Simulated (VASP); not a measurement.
# GaN: exact exchange and RPA correlation, part 6 of 6

Wanted: where the RPA puts the energy minimum of GaN. The scan starts from a database cell scaled to its smallest volume. The cell is of the zinc-blende type, which need not be the form that is stable at ambient conditions. The start is a computed cell from a database.

VASP 6.6.1, plane waves and PAW; the level of theory is named at each step.

So far. Step 30 (Orbitals, volume ratio 1.06): The run ends at a pressure of -15.49 GPa. Step 31 (Exact exchange, volume ratio 1.06): The Hartree-Fock energy on these orbitals is -11.3008 eV an atom.

### Step 32. Empty bands, volume ratio 1.06

This step: LDA; plane waves and PAW (Ga_d_GW, N_GW) (VASP 6.6.1).

The empty bands are made again, for the run that follows.

Contents of INCAR:

```
SYSTEM = GaN
PREC = Accurate
ENCUT = 470
ISMEAR = 0
SIGMA = 0.05
LREAL = .FALSE.
GGA = CA
NBANDS = 568
ALGO = Exact
NELM = 1
LWAVE = .TRUE.
LCHARG = .FALSE.
LOPTICS = .TRUE.
NEDOS = 1000
CSHIFT = 0.1
```

Contents of POSCAR:

```
GaN
1.0
    0.0000000000      2.2976981147      2.2976981147
    2.2976981147      0.0000000000      2.2976981147
    2.2976981147      2.2976981147      0.0000000000
Ga N
1 1
Direct
    0.0000000000      0.0000000000      0.0000000000
    0.2500000000      0.2500000000      0.2500000000
```

Contents of KPOINTS:

```
Automatic mesh
0
Gamma
6 6 6
0 0 0
```

Potentials, in the order of the species: Ga_d_GW and N_GW (LDA family, release 64).

On the command line:

```
mpirun -np 4 vasp_std
```

What it wrote:

```text
[banner, memory and clock lines left out]
running    4 mpi-ranks, on    1 nodes
[...]
LDA part: xc-table for (Slater(with rela. corr.)+CA(PZ))
 , standard interpolation
 found WAVECAR, reading the header
  number of bands has changed, file:    15 present:   568
  trying to continue reading WAVECAR, but it might fail
 POSCAR, INCAR and KPOINTS ok, starting setup
[...]
reading WAVECAR
 random initialization beyond band           15
 the WAVECAR file was read successfully
 initial charge from wavefunction
 entering main loop
       N       E                     dE             d eps       ncg     rms          rms(c)
DIA:   1    -0.138450E+02   -0.13845E+02    0.00000E+00     0   0.000E+00
   1 F= -.13845035E+02 E0= -.13845035E+02  d E =-.116113E-12
 writing wavefunctions
 optical routines
 imaginary and real dielectric function
 recalculating local potential from charge density
 direction            1
 direction            2
 direction            3
```

It took 3.4 s on 4 MPI ranks of Intel Xeon 6975P-C (Granite Rapids), shared host; peak memory 0.58 GiB.

OUTCAR, selected parts (step 32):

```text
  Total       -2.3454777     -2.3454777     -2.3454777     -0.0000000      0.0000000     -0.0000000
  in kB     -154.8934267   -154.8934267   -154.8934267     -0.0000000      0.0000000     -0.0000000
  external PRESSURE =    -154.8934267 kB  Pullay stress =       0.0000000 kB

  FREE ENERGIE OF THE ION-ELECTRON SYSTEM (eV)
  ---------------------------------------------------
  free  energy   TOTEN  =       -13.8450352794 eV

  energy  without entropy=      -13.8450352794  energy(sigma->0) =      -13.84503528

[... 2 parts as in an earlier step ...]

[... 2 further parts left out ...]
[key lines of the parts left out:]
E-fermi :   4.4608
```

WAVECAR now holds 568 bands for 18 electrons.

### Step 33. RPA correlation, volume ratio 1.06

This step: RPA correlation on LDA orbitals; plane waves and PAW (Ga_d_GW, N_GW) (VASP 6.6.1).

RPA correlation at this point.

Contents of INCAR:

```
SYSTEM = GaN
PREC = Accurate
ENCUT = 470
ISMEAR = 0
SIGMA = 0.05
LREAL = .FALSE.
GGA = CA
NBANDS = 568
ALGO = ACFDT
ENCUTGW = 200
NOMEGA = 12
PRECFOCK = Fast
LWAVE = .FALSE.
LCHARG = .FALSE.
```

POSCAR is that of step 32.

KPOINTS is that of step 32.

On the command line:

```
mpirun -np 4 vasp_std
```

What it wrote:

```text
[banner, memory and clock lines left out]
running    4 mpi-ranks, on    1 nodes
[...]
LDA part: xc-table for (Slater(with rela. corr.)+CA(PZ))
 , standard interpolation
 found WAVECAR, reading the header
 POSCAR, INCAR and KPOINTS ok, starting setup
[...]
reading WAVECAR
 the WAVECAR file was read successfully
 initial charge from wavefunction
 available memory per node:    266.65 GB, setting MAXMEM to    273052

 The Fermi energy was updated, please check that it is located mid-gap
 values below the HOMO (VB) or above the LUMO (CB) will cause erroneous energies
 E-fermi :   4.9106

 the WAVEDER file was read successfully
 set NWRITE>2 for more details about minimax calculation
 number of imaginary grid points requested:      12
 number of distinct grids requested:  1
 quadrature errors minimized for energies in [ 0.137E+01, 0.473E+03 ]
 bosonic grid (T=0, re) determined with error: 0.9299E-07
 bosonic grid (re): 0.9299E-07
       0.3313       1.0815       2.1263       3.7799       6.5820
[...]
NQ=  10    0.3333    0.3333    0.0000,
|.........|.........|.........|.........
 performed     130370000 updates of chi_q(r,r)
 total number of BLAS operations      25603.23 Gflops
NQ=  11    0.5000    0.3333    0.0000,
|.........|.........|.........|.........
 performed     143407000 updates of chi_q(r,r)
 total number of BLAS operations      28012.97 Gflops
NQ=  12   -0.3333    0.3333    0.0000,
|.........|.........|.........|.........
 performed     156444000 updates of chi_q(r,r)
 total number of BLAS operations      30818.20 Gflops
NQ=  13    0.5000    0.5000    0.0000,
|.........|.........|.........|.........
 performed     169481000 updates of chi_q(r,r)
 total number of BLAS operations      33164.94 Gflops
NQ=  14    0.5000    0.3333    0.1667,
|.........|.........|.........|.........
 performed     182518000 updates of chi_q(r,r)
 total number of BLAS operations      35511.68 Gflops
NQ=  15   -0.3333    0.3333    0.1667,
|.........|.........|.........|.........
 performed     195555000 updates of chi_q(r,r)
 total number of BLAS operations      38049.91 Gflops
NQ=  16   -0.3333    0.5000    0.1667,
|.........|.........|.........|.........
 performed     208592000 updates of chi_q(r,r)
 total number of BLAS operations      40653.65 Gflops
 entering main loop
```

Run time: 4.2 min. Hardware: 4 MPI ranks; peak memory 1.8 GiB; 17 min of CPU time.

From OUTCAR (step 33):

```text
      cutoff energy     smooth cutoff   RPA   correlation   Hartree contr. to MP2
---------------------------------------------------------------------------------
            200.000           160.000      -17.7449817805      -29.3887992880
            190.476           152.381      -17.5278952426      -29.0580612470
            181.406           145.125      -17.2965636978      -28.7039426249
            172.768           138.214      -17.0512596182      -28.3272774838
            164.541           131.632      -16.7935638837      -27.9307083929
            156.705           125.364      -16.5246624729      -27.5164793910
            149.243           119.394      -16.2442102453      -27.0842720255
            142.136           113.709      -15.9564937514      -26.6410247365
  linear regression

[... 2 parts as in an earlier step ...]

[... 2 further parts left out ...]
[key lines of the parts left out:]
E-fermi :   4.9106
```

The correlation energy is -10.203 eV an atom, -16 meV against the point before. With exact exchange the total is -21.5033 eV an atom.

### Step 34. Comparison: r2SCAN, volume ratio 1.06

This step: r2SCAN; plane waves and PAW (Ga_d_GW, N_GW) (VASP 6.6.1).

The comparison at this point.

Contents of INCAR:

```
SYSTEM = GaN
PREC = Accurate
ENCUT = 470
EDIFF = 1E-06
NELM = 100
ISMEAR = 0
SIGMA = 0.05
LREAL = .FALSE.
ALGO = Normal
METAGGA = R2SCAN
LASPH = .TRUE.
NBANDS = 15
LWAVE = .FALSE.
LCHARG = .FALSE.
KPAR = 4
```

POSCAR is that of step 33.

KPOINTS is that of step 33.

On the command line:

```
mpirun -np 4 vasp_std
```

What it wrote:

```text
[... set-up lines as in an earlier step ...]
 entering main loop
       N       E                     dE             d eps       ncg     rms          rms(c)
DAV:   1    -0.304959E+02   -0.30496E+02   -0.10793E+04   543   0.180E+03
DAV:   2    -0.154808E+03   -0.12431E+03   -0.11906E+03   536   0.368E+02
DAV:   3    -0.162248E+03   -0.74408E+01   -0.73987E+01   606   0.104E+02
DAV:   4    -0.162386E+03   -0.13808E+00   -0.13806E+00   579   0.153E+01
[...]
DAV:  11    -0.156982E+03    0.18158E-04   -0.16502E-04   648   0.469E-01    0.144E-02
DAV:  12    -0.156982E+03    0.16457E-05   -0.13233E-05   755   0.125E-01    0.223E-03
DAV:  13    -0.156982E+03   -0.17223E-06   -0.11582E-06   412   0.206E-02
   1 F= -.15698240E+03 E0= -.15698240E+03  d E =-.442813E-22
```

Elapsed: 5.4 s, on 4 MPI ranks; peak memory 0.51 GiB.

From OUTCAR (step 34):

```text
  Total       -1.5111242     -1.5111242     -1.5111242     -0.0000000      0.0000000      0.0000000
  in kB      -99.7934062    -99.7934062    -99.7934062     -0.0000000      0.0000000      0.0000000
  external PRESSURE =     -99.7934062 kB  Pullay stress =       0.0000000 kB

 POSITION                                       TOTAL-FORCE (eV/Angst)
 -----------------------------------------------------------------------------------
      0.00000      0.00000      0.00000         0.000000      0.000000      0.000000
      1.14885      1.14885      1.14885        -0.000000     -0.000000     -0.000000
 -----------------------------------------------------------------------------------
    total drift:                                0.000367      0.000367      0.000361

  FREE ENERGIE OF THE ION-ELECTRON SYSTEM (eV)
  ---------------------------------------------------
  free  energy   TOTEN  =      -156.9824018297 eV

  energy  without entropy=     -156.9824018297  energy(sigma->0) =     -156.98240183

[... 2 parts as in an earlier step ...]

[... 1 further part left out ...]
[key lines of the parts left out:]
E-fermi :   4.6455
```

Its energy is -78.4912 eV an atom, on a zero of its own.

### Step 35. Orbitals for comparison: HSE06, volume ratio 1.06

This step: LDA; plane waves and PAW (Ga_d_GW, N_GW) (VASP 6.6.1).

Starting orbitals, as before.

Contents of INCAR:

```
SYSTEM = GaN
PREC = Accurate
ENCUT = 470
EDIFF = 1E-05
NELM = 100
ISMEAR = 0
SIGMA = 0.05
LREAL = .FALSE.
ALGO = Normal
GGA = CA
NBANDS = 15
LORBIT = 11
LWAVE = .TRUE.
LCHARG = .FALSE.
KPAR = 4
```

POSCAR is that of step 34.

KPOINTS is that of step 34.

On the command line:

```
mpirun -np 4 vasp_std
```

What it wrote:

```text
[... set-up lines as in an earlier step ...]
 entering main loop
       N       E                     dE             d eps       ncg     rms          rms(c)
[... 10 cycles as in an earlier step ...]
DAV:  11    -0.138450E+02    0.40664E-05   -0.26437E-05   563   0.123E-01
   1 F= -.13845035E+02 E0= -.13845035E+02  d E =-.288827E-11
 writing wavefunctions
```

Elapsed: 1.2 s, on 4 MPI ranks; peak memory 0.46 GiB.

From OUTCAR (step 35):

```text
  Total       -2.3217572     -2.3217572     -2.3217572     -0.0000000      0.0000000     -0.0000000
  in kB     -153.3269475   -153.3269475   -153.3269475     -0.0000000      0.0000000     -0.0000000
  external PRESSURE =    -153.3269475 kB  Pullay stress =       0.0000000 kB

 POSITION                                       TOTAL-FORCE (eV/Angst)
 -----------------------------------------------------------------------------------
      0.00000      0.00000      0.00000         0.000000      0.000000      0.000000
      1.14885      1.14885      1.14885        -0.000000     -0.000000     -0.000000
 -----------------------------------------------------------------------------------
    total drift:                                0.000001      0.000001      0.000000

  FREE ENERGIE OF THE ION-ELECTRON SYSTEM (eV)
  ---------------------------------------------------
  free  energy   TOTEN  =       -13.8450347181 eV

  energy  without entropy=      -13.8450347181  energy(sigma->0) =      -13.84503472

[... 2 parts as in an earlier step ...]

[... 1 further part left out ...]
[key lines of the parts left out:]
E-fermi :   4.4436
```

The run ends at a pressure of -15.33 GPa.

### Step 36. Comparison: HSE06, volume ratio 1.06

This step: HSE06; plane waves and PAW (Ga_d_GW, N_GW) (VASP 6.6.1).

The comparison at this point.

Contents of INCAR:

```
SYSTEM = GaN
PREC = Accurate
ENCUT = 470
EDIFF = 1E-06
NELM = 100
ISMEAR = 0
SIGMA = 0.05
LREAL = .FALSE.
ALGO = Normal
LHFCALC = .TRUE.
AEXX = 0.25
GGA = PE
HFSCREEN = 0.2
LASPH = .TRUE.
NBANDS = 15
PRECFOCK = Fast
LWAVE = .FALSE.
LCHARG = .FALSE.
KPAR = 4
```

POSCAR is that of step 35.

KPOINTS is that of step 35.

The run starts from files that an earlier step left in the folder.

On the command line:

```
mpirun -np 4 vasp_std
```

What it wrote:

```text
[... set-up lines as in an earlier step ...]
 entering main loop
       N       E                     dE             d eps       ncg     rms          rms(c)
DAV:   1    -0.147268E+02   -0.14727E+02   -0.12112E+00   648   0.343E+01    0.108E+00
DAV:   2    -0.146971E+02    0.29719E-01   -0.15202E-01   691   0.114E+01    0.586E-01
DAV:   3    -0.146921E+02    0.50141E-02   -0.20726E-02   662   0.334E+00    0.318E-01
DAV:   4    -0.146919E+02    0.15836E-03   -0.14169E-03   648   0.539E-01    0.195E-01
[...]
DAV:   8    -0.146916E+02    0.83582E-05   -0.36872E-06   669   0.354E-02    0.186E-02
DAV:   9    -0.146916E+02    0.30285E-05   -0.10582E-06   345   0.183E-02    0.109E-02
DAV:  10    -0.146916E+02    0.71964E-06   -0.55457E-07   338   0.102E-02
   1 F= -.14691550E+02 E0= -.14691550E+02  d E =-.150975E-20
```

It took 64 s on 4 MPI ranks; peak memory 0.89 GiB; 4.2 min of CPU time.

OUTCAR, selected parts (step 36):

```text
 POSITION                                       TOTAL-FORCE (eV/Angst)
 -----------------------------------------------------------------------------------
      0.00000      0.00000      0.00000        -0.000000      0.000000     -0.000000
      1.14885      1.14885      1.14885         0.000000     -0.000000      0.000000
 -----------------------------------------------------------------------------------
    total drift:                                0.000095      0.000077      0.000067

  FREE ENERGIE OF THE ION-ELECTRON SYSTEM (eV)
  ---------------------------------------------------
  free  energy   TOTEN  =       -14.6915500516 eV

  energy  without entropy=      -14.6915500516  energy(sigma->0) =      -14.69155005

[... 2 parts as in an earlier step ...]

[... 1 further part left out ...]
[key lines of the parts left out:]
E-fermi :   4.0879
```

Its energy is -7.3458 eV an atom, on a zero of its own.

### Step 37. Summary

This step: exact exchange and RPA correlation on LDA orbitals, beside r2SCAN, beside HSE06; plane waves and PAW (VASP 6.6.1).

Derived from the runs above.

This step gave:

```
equilibrium volume, EXX+RPA : 11.56 Å³/atom
bulk modulus                : 189.9 GPa
```

Energy above the lowest point against volume; values in meV/atom:

```tsv
volume (Å³/atom)	LDA	EXX	EXX+RPA	r2SCAN	HSE06
10.528	21.3	45.8	65.2	54.2	46.8
10.986	0	7.59	18.0	12.6	9.57
11.329	1.13	0	1.98	0	0
11.673	14.6	7.81	0	0.922	3.78
12.130	47.9	38.1	14.4	19.2	25.6
```

Cost is wall time times ranks on a shared host; the RPA row holds all its steps. Fits of the equation of state:

```tsv
level	V0 (Å³/atom)	B0 (GPa)	fit error (meV/atom)	minimum inside the series	cost a point (core minutes)
LDA	11.12	203.6	0.03946	yes	0.13
EXX	11.32	235.4	0.02754	yes	3.58
EXX+RPA	11.56	189.9	0.06514	yes	25.46
r2SCAN	11.48	192.9	0.03305	yes	0.51
HSE06	11.4	196.4	0.03929	yes	6.07
```

### Step 38. Outcome

```yaml
lda: V0 11.12 Å³/atom, B0 204 GPa
exx: V0 11.32 Å³/atom, B0 235 GPa
exx_rpa: V0 11.56 Å³/atom, B0 190 GPa
r2scan: V0 11.48 Å³/atom, B0 193 GPa
hse06: V0 11.40 Å³/atom, B0 196 GPa
```

What this shows: Exact exchange with RPA correlation puts the minimum at 11.56 Å³ an atom, with a bulk modulus of 190 GPa. LDA puts the volume 3.8 % below EXX+RPA, at roughly 1/196 of its cost. r2SCAN puts the volume 0.72 % below EXX+RPA, at roughly 1/50 of its cost. HSE06 puts the volume 1.4 % below EXX+RPA, at roughly 1/4 of its cost. Correlation widens the exact-exchange volume by 2.1 %. Neither mesh nor response cutoff was varied, so differences in volume under about 1 % aren't resolved. Exact exchange and correlation are taken on one coarse mesh and aren't self-consistent; the correlation energy is extrapolated in the response cutoff by the program, which at the first volume adds -1352 meV an atom to the value at the highest cutoff and varies with the volume; a small fit error says nothing about that part. NBANDS follows the largest plane-wave count of any k point, which rises in steps with the volume. The cheaper functionals share the mesh. Not tabulated here, as repeats of values shown or as unfit to read for their mesh, reference level or band range: eps2 curves (empty bands); eps1 curves and static values (empty bands); gaps (empty bands).

[Long decimals in the printed logs are rounded to 6 places.]

[Lines on the potential files, build, host, timing and source positions are cut from VASP's logs without a mark.]

[Logs are printed without paths, hosts, clocks, repeated set-up lines and the standing remarks that a program may print on its own settings, such as how far it seeks lower states.]

[Hosts, paths, dates, database ids (printed as entryN), source tags and the programs' standing remarks are cut or masked in the printed files.]

[Measured values are set beside computed ones only where the two were judged alike; some that the calculation misses by far are left out.]

[Pressures printed for these runs are not shown converged in the cutoff: they can be off by several GPa and have the wrong sign.]
